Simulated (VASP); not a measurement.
# Co2PdO4 in VASP: convergence with vacuum

Aim: find how far vacuum must go before the results for Co2PdO4 settle, at LDA. This setting moves, with any that are tied to it; all else stays.

Everything below comes from runs of VASP 6.6.1. Logs are shortened: lines on timing, memory, paths and dates and some standing lists are left out, and cuts for length are marked.

### 1 The slab as given

The cell holds a slab with vacuum, 7 atoms: a = 2.845 Å, b = 2.845 Å, c = 11.910 Å, α = 90.00°, β = 90.00°, γ = 120.00°.

### 2 With vacuum 4

Contents of INCAR:

```
  ALGO = Normal
  DIPOL = 0.5 0.5 0.500
  EDIFF = 1E-6
  ENCUT = 500
  IDIPOL = 3
  ISIF = 2
  ISMEAR = 0
  ISPIN = 2
  LASPH = T
  LCHARG = F
  LDIPOL = T
  LMAXMIX = 4
  LORBIT = 11
  LREAL = F
  LWAVE = F
  MAGMOM = 0 0 0 0 2 2 0
  NBANDS = 39
  NELM = 100
  PREC = Accurate
  SIGMA = 0.02
```

Contents of KPOINTS:

```
k-points
0
Gamma
  11 11 1
```

Contents of POSCAR:

```
Co2PdO4
1.0
    2.8449990154      0.0000000000      0.0000000000
   -1.4224995077      2.4638414211      0.0000000000
    0.0000000000      0.0000000000     11.9095160000
O Co Pd
4 2 1
Direct
    0.0000000000      0.0000000000      0.1679329370
    0.6666666667      0.3333333333      0.3316269108
    0.6666666667      0.3333333333      0.6683730892
    0.3333333333      0.6666666667      0.8320670630
    0.3333333333      0.6666666667      0.2497799239
    0.0000000000      0.0000000000      0.7502200761
    0.6666666667      0.3333333333      0.5000000000
```

Potentials or basis: VASP PAW LDA potentials, release 64 (O, Co, Pd).

On the command line:

```
$ cat potpaw_LDA.64/O/POTCAR potpaw_LDA.64/Co/POTCAR potpaw_LDA.64/Pd/POTCAR > POTCAR
$ mpirun -np 1 vasp_std > vasp.out
```

Wall time 5.5 min (1 thread of AMD EPYC 7R43 (Zen 3), shared host); peak memory 0.19 GiB.

Results:

```yaml
Free_energy: -51.7144 eV
Largest_force: 2.085 eV/Å
Band_gap_on_the_k_mesh: none (metal or under the smearing width)
Net_moment: 1.01 μB per cell
Site_moments: O +0.06, +0.02; Co +0.40; Pd +0.01 μB
Valence_electrons_inside_the_program's_atomic_spheres: O 4.87, 4.96; Co 8.37; Pd 9.37
```

### 3 With vacuum 6

INCAR is that of step 2.

KPOINTS is that of step 2.

Contents of POSCAR:

```
Co2PdO4
1.0
    2.8449990154      0.0000000000      0.0000000000
   -1.4224995077      2.4638414211      0.0000000000
    0.0000000000      0.0000000000     13.9095160000
O Co Pd
4 2 1
Direct
    0.0000000000      0.0000000000      0.2156796829
    0.6666666667      0.3333333333      0.3558366804
    0.6666666667      0.3333333333      0.6441633196
    0.3333333333      0.6666666667      0.7843203171
    0.3333333333      0.6666666667      0.2857581817
    0.0000000000      0.0000000000      0.7142418183
    0.6666666667      0.3333333333      0.5000000000
```

Potentials or basis: VASP PAW LDA potentials, release 64 (O, Co, Pd).

On the command line:

```
$ cat potpaw_LDA.64/O/POTCAR potpaw_LDA.64/Co/POTCAR potpaw_LDA.64/Pd/POTCAR > POTCAR
$ mpirun -np 1 vasp_std > vasp.out
```

Wall time 6.7 min (1 thread of AMD EPYC 7R43 (Zen 3), shared host); peak memory 0.22 GiB.

Results:

- Free energy: -51.7096 eV
- Largest force: 2.092 eV/Å
- Band gap on the k mesh: none (metal or under the smearing width)
- Net moment: 1.01 μB per cell
- Site moments: O +0.06, +0.02; Co +0.40; Pd +0.01 μB
- Valence electrons inside the program's atomic spheres: O 4.87, 4.96; Co 8.37; Pd 9.37

### 4 With vacuum 8

INCAR is that of step 3.

KPOINTS is that of step 3.

Contents of POSCAR:

```
Co2PdO4
1.0
    2.8449990154      0.0000000000      0.0000000000
   -1.4224995077      2.4638414211      0.0000000000
    0.0000000000      0.0000000000     15.9095160000
O Co Pd
4 2 1
Direct
    0.0000000000      0.0000000000      0.2514218534
    0.6666666667      0.3333333333      0.3739595849
    0.6666666667      0.3333333333      0.6260404151
    0.3333333333      0.6666666667      0.7485781466
    0.3333333333      0.6666666667      0.3126907192
    0.0000000000      0.0000000000      0.6873092808
    0.6666666667      0.3333333333      0.5000000000
```

On the command line:

```
$ cat potpaw_LDA.64/O/POTCAR potpaw_LDA.64/Co/POTCAR potpaw_LDA.64/Pd/POTCAR > POTCAR
$ mpirun -np 1 vasp_std > vasp.out
```

Run time: 7.9 min. Hardware: 1 thread of AMD EPYC 7R43 (Zen 3), shared host; peak memory 0.25 GiB.

Results:

```
Free energy                                           : -51.7102 eV
Largest force                                         : 2.092 eV/Å
Band gap on the k mesh                                : none (metal or under the smearing width)
Net moment                                            : 1.01 μB per cell
Site moments                                          : O +0.06, +0.02; Co +0.40; Pd +0.01 μB
Valence electrons inside the program's atomic spheres : O 4.87, 4.96; Co 8.37; Pd 9.37
```

### 5 With vacuum 10

INCAR is that of step 4.

KPOINTS is that of step 4.

Contents of POSCAR:

```
Co2PdO4
1.0
    2.8449990154      0.0000000000      0.0000000000
   -1.4224995077      2.4638414211      0.0000000000
    0.0000000000      0.0000000000     17.9095160000
O Co Pd
4 2 1
Direct
    0.0000000000      0.0000000000      0.2791811906
    0.6666666667      0.3333333333      0.3880348302
    0.6666666667      0.3333333333      0.6119651698
    0.3333333333      0.6666666667      0.7208188094
    0.3333333333      0.6666666667      0.3336080104
    0.0000000000      0.0000000000      0.6663919896
    0.6666666667      0.3333333333      0.5000000000
```

On the command line:

```
$ cat potpaw_LDA.64/O/POTCAR potpaw_LDA.64/Co/POTCAR potpaw_LDA.64/Pd/POTCAR > POTCAR
$ mpirun -np 1 vasp_std > vasp.out
```

It took 9 min on 1 thread of AMD EPYC 7R43 (Zen 3), shared host; peak memory 0.27 GiB.

What came out:

| Item | Value |
| --- | --- |
| Free energy | -51.7109 eV |
| Largest force | 2.092 eV/Å |
| Band gap on the k mesh | none (metal or under the smearing width) |
| Net moment | 1.01 μB per cell |
| Site moments | O +0.06, +0.02; Co +0.40; Pd +0.01 μB |
| Valence electrons inside the program's atomic spheres | O 4.87, 4.96; Co 8.37; Pd 9.37 |

### 6 With vacuum 12

INCAR is that of step 5.

KPOINTS is that of step 5.

Contents of POSCAR:

```
Co2PdO4
1.0
    2.8449990154      0.0000000000      0.0000000000
   -1.4224995077      2.4638414211      0.0000000000
    0.0000000000      0.0000000000     19.9095160000
O Co Pd
4 2 1
Direct
    0.0000000000      0.0000000000      0.3013634284
    0.6666666667      0.3333333333      0.3992822327
    0.6666666667      0.3333333333      0.6007177673
    0.3333333333      0.6666666667      0.6986365716
    0.3333333333      0.6666666667      0.3503228305
    0.0000000000      0.0000000000      0.6496771695
    0.6666666667      0.3333333333      0.5000000000
```

Potentials or basis: VASP PAW LDA potentials, release 64 (O, Co, Pd).

On the command line:

```
$ cat potpaw_LDA.64/O/POTCAR potpaw_LDA.64/Co/POTCAR potpaw_LDA.64/Pd/POTCAR > POTCAR
$ mpirun -np 1 vasp_std > vasp.out
```

It took 12 min on 1 thread of AMD EPYC 7R43 (Zen 3), shared host; peak memory 0.28 GiB.

Results:

| Property | Result |
| --- | --- |
| Free energy | -51.7112 eV |
| Largest force | 2.092 eV/Å |
| Band gap on the k mesh | none (metal or under the smearing width) |
| Net moment | 1.01 μB per cell |
| Site moments | O +0.06, +0.02; Co +0.40; Pd +0.01 μB |
| Valence electrons inside the program's atomic spheres | O 4.87, 4.96; Co 8.37; Pd 9.37 |

### 7 With vacuum 15

INCAR is that of step 6.

KPOINTS is that of step 6.

Contents of POSCAR:

```
Co2PdO4
1.0
    2.8449990154      0.0000000000      0.0000000000
   -1.4224995077      2.4638414211      0.0000000000
    0.0000000000      0.0000000000     22.9095160000
O Co Pd
4 2 1
Direct
    0.0000000000      0.0000000000      0.3273748778
    0.6666666667      0.3333333333      0.4124712194
    0.6666666667      0.3333333333      0.5875287806
    0.3333333333      0.6666666667      0.6726251222
    0.3333333333      0.6666666667      0.3699230486
    0.0000000000      0.0000000000      0.6300769514
    0.6666666667      0.3333333333      0.5000000000
```

On the command line:

```
$ cat potpaw_LDA.64/O/POTCAR potpaw_LDA.64/Co/POTCAR potpaw_LDA.64/Pd/POTCAR > POTCAR
$ mpirun -np 1 vasp_std > vasp.out
```

Run time: 12 min. Hardware: 1 thread of AMD EPYC 7R43 (Zen 3), shared host; peak memory 0.31 GiB.

What came out:

| Quantity | Value |
| --- | --- |
| Free energy | -51.7119 eV |
| Largest force | 2.092 eV/Å |
| Band gap on the k mesh | none (metal or under the smearing width) |
| Net moment | 1.01 μB per cell |
| Site moments | O +0.06, +0.02; Co +0.40; Pd +0.01 μB |
| Valence electrons inside the program's atomic spheres | O 4.87, 4.96; Co 8.37; Pd 9.37 |

### 8 With vacuum 20

INCAR is that of step 7.

KPOINTS is that of step 7.

Contents of POSCAR:

```
Co2PdO4
1.0
    2.8449990154      0.0000000000      0.0000000000
   -1.4224995077      2.4638414211      0.0000000000
    0.0000000000      0.0000000000     27.9095160000
O Co Pd
4 2 1
Direct
    0.0000000000      0.0000000000      0.3583007315
    0.6666666667      0.3333333333      0.4281520324
    0.6666666667      0.3333333333      0.5718479676
    0.3333333333      0.6666666667      0.6416992685
    0.3333333333      0.6666666667      0.3932263820
    0.0000000000      0.0000000000      0.6067736180
    0.6666666667      0.3333333333      0.5000000000
```

Potentials or basis: VASP PAW LDA potentials, release 64 (O, Co, Pd).

On the command line:

```
$ cat potpaw_LDA.64/O/POTCAR potpaw_LDA.64/Co/POTCAR potpaw_LDA.64/Pd/POTCAR > POTCAR
$ mpirun -np 1 vasp_std > vasp.out
```

OUTCAR:

```text
EDIFF = 1E-6
   ENCUT = 500
   ISIF = 2
   ISMEAR = 0
   ISPIN = 2
   LASPH = T
   LORBIT = 11
   LREAL = F
   NELM = 100
   PREC = Accurate

 ion  position               nearest neighbor table
   1  0.000  0.000  0.358-   5 1.91   5 1.91   5 1.91
   2  0.667  0.333  0.428-   5 1.91   5 1.91   5 1.91   7 2.01
   3  0.667  0.333  0.572-   6 1.91   6 1.91   6 1.91   7 2.01
   4  0.333  0.667  0.642-   6 1.91   6 1.91   6 1.91
   5  0.333  0.667  0.393-   2 1.91   2 1.91   2 1.91   1 1.91   1 1.91   1 1.91
   6  0.000  0.000  0.607-   3 1.91   3 1.91   3 1.91   4 1.91   4 1.91   4 1.91
   7  0.667  0.333  0.500-   2 2.01   3 2.01

  LATTYP: Found a hexagonal cell.
 ALAT       =     2.8449990154
 C/A-ratio  =     9.8100265937

  Lattice vectors:

 A1 = (   2.8449990154,   0.0000000000,   0.0000000000)
 A2 = (  -1.4224995077,   2.4638414211,   0.0000000000)
 A3 = (   0.0000000000,   0.0000000000,  27.9095160000)

Analysis of symmetry for initial positions (statically):
=====================================================================
 Subroutine PRICEL returns:
 Original cell was already a primitive cell.

 Routine SETGRP: Setting up the symmetry group for a
 hexagonal supercell.

 Subroutine GETGRP returns: Found 12 space group operations
 (whereof  6 operations were pure point group operations)
[... 1514 lines left out ...]

 vacuum level on the upper side and lower side of the slab       (xc-potential included)        -0.008        -0.008

  FORCE on cell =-STRESS in cart. coord.  units (eV):
  Direction    XX          YY          ZZ          XY          YZ          ZX
  --------------------------------------------------------------------------------------
  -------------------------------------------------------------------------------------
  Total       -8.2215861     -8.2215861     -8.5602095      0.0000000      0.0000000      0.0000000
  in kB      -67.3316121    -67.3316121    -70.1048070      0.0000000      0.0000000      0.0000000
  external PRESSURE =     -68.2560104 kB  Pullay stress =       0.0000000 kB

 VOLUME and BASIS-vectors are now :
 -----------------------------------------------------------------------------
  energy-cutoff  :      500.00
  volume of cell :      195.64
      direct lattice vectors                 reciprocal lattice vectors
     2.844999015  0.000000000  0.000000000     0.351493971  0.202935138  0.000000000
    -1.422499508  2.463841421  0.000000000     0.000000000  0.405870277  0.000000000
     0.000000000  0.000000000 27.909516000     0.000000000  0.000000000  0.035830073

 POSITION                                       TOTAL-FORCE (eV/Angst)
 -----------------------------------------------------------------------------------
      0.00000      0.00000     10.00000        -0.000000      0.000000      2.092124
      1.42250      0.82128     11.94952        -0.000000     -0.000000     -0.090643
      1.42250      0.82128     15.96000         0.000000      0.000000      0.090643
     -0.00000      1.64256     17.90952         0.000000      0.000000     -2.092124
     -0.00000      1.64256     10.97476         0.000000      0.000000     -1.301410
      0.00000      0.00000     16.93476         0.000000     -0.000000      1.301410
      1.42250      0.82128     13.95476         0.000000      0.000000     -0.000000
 -----------------------------------------------------------------------------------
    total drift:                               -0.000000      0.000000     -0.000000

  FREE ENERGIE OF THE ION-ELECTRON SYSTEM (eV)
  ---------------------------------------------------
  free  energy   TOTEN  =       -51.7125968090 eV

  energy  without entropy=      -51.7111415662  energy(sigma->0) =      -51.71186919

 vacuum level on the upper side and lower side of the slab         4.967         4.967

 total charge

# of ion       s       p       d       tot
------------------------------------------
    1        1.578   3.287   0.000   4.865
    2        1.551   3.409   0.000   4.960
    3        1.551   3.409   0.000   4.960
    4        1.578   3.287   0.000   4.865
    5        0.438   0.667   7.262   8.366
    6        0.438   0.667   7.262   8.366
    7        0.473   0.465   8.431   9.368
--------------------------------------------------
tot          7.607  15.191  22.954  45.752

 magnetization (x)

# of ion       s       p       d       tot
------------------------------------------
    1        0.001   0.058   0.000   0.059
    2       -0.000   0.023   0.000   0.023
    3       -0.000   0.023   0.000   0.023
    4        0.001   0.058   0.000   0.059
    5        0.003   0.008   0.387   0.398
    6        0.003   0.008   0.387   0.398
    7        0.005   0.003   0.005   0.012
--------------------------------------------------
tot          0.013   0.180   0.779   0.972
```

OSZICAR:

```text
N       E                     dE             d eps       ncg     rms          rms(c)
DAV:   1     0.494511577353E+03    0.49451E+03   -0.22564E+04  2496   0.119E+03
DAV:   2     0.113677550866E+02   -0.48314E+03   -0.43312E+03  2842   0.312E+02
DAV:   3    -0.622871189944E+02   -0.73655E+02   -0.71567E+02  3029   0.142E+02
[... 27 lines left out ...]
DAV:  31    -0.517125537020E+02   -0.36342E-04   -0.96198E-06  3023   0.259E-02    0.334E-02
DAV:  32    -0.517125798774E+02   -0.26175E-04   -0.42257E-06  2217   0.271E-02    0.213E-02
DAV:  33    -0.517125864587E+02   -0.65813E-05   -0.84899E-06  2933   0.390E-02    0.539E-03
DAV:  34    -0.517125944044E+02   -0.79456E-05   -0.66034E-06  2913   0.137E-02    0.670E-03
DAV:  35    -0.517125958902E+02   -0.14859E-05   -0.44492E-07  1815   0.996E-03    0.300E-03
DAV:  36    -0.517125968090E+02   -0.91872E-06   -0.40055E-07  1801   0.355E-03
   1 F= -.51712597E+02 E0= -.51711869E+02  d E =-.145524E-02  mag=     1.0082
```

Run time: 20 min. Hardware: 1 thread of AMD EPYC 7R43 (Zen 3), shared host; peak memory 0.38 GiB.

Results:

- Free energy: -51.7126 eV
- Largest force: 2.092 eV/Å
- Band gap on the k mesh: none (metal or under the smearing width)
- Net moment: 1.01 μB per cell
- Site moments: O +0.06, +0.02; Co +0.40; Pd +0.01 μB
- Valence electrons inside the program's atomic spheres: O 4.87, 4.96; Co 8.37; Pd 9.37

### 9 Summary

```tsv
vacuum	energy less the tightest run, at zero smearing (meV/atom)	largest force (eV/Å)	SCF cycles	CPU time (s)	peak memory (GiB)
4	-0.25	2.085	25	330	0.19
6	0.43	2.092	27	400	0.22
8	0.34	2.092	32	470	0.25
10	0.24	2.092	31	540	0.27
12	0.19	2.092	29	720	0.28
15	0.10	2.092	31	730	0.31
20	0.00	2.092	36	1200	0.38
```

Against the tightest run, the energy stays within 1 meV/atom from 4 on; the largest force stays within 0.005 eV/Å from 6 on. The tightest run that finished is the yardstick and may itself not be fully converged.

Caveats: semilocal functionals often make such compounds metallic where correlation or magnetic order opens a gap, which also shifts bond lengths.
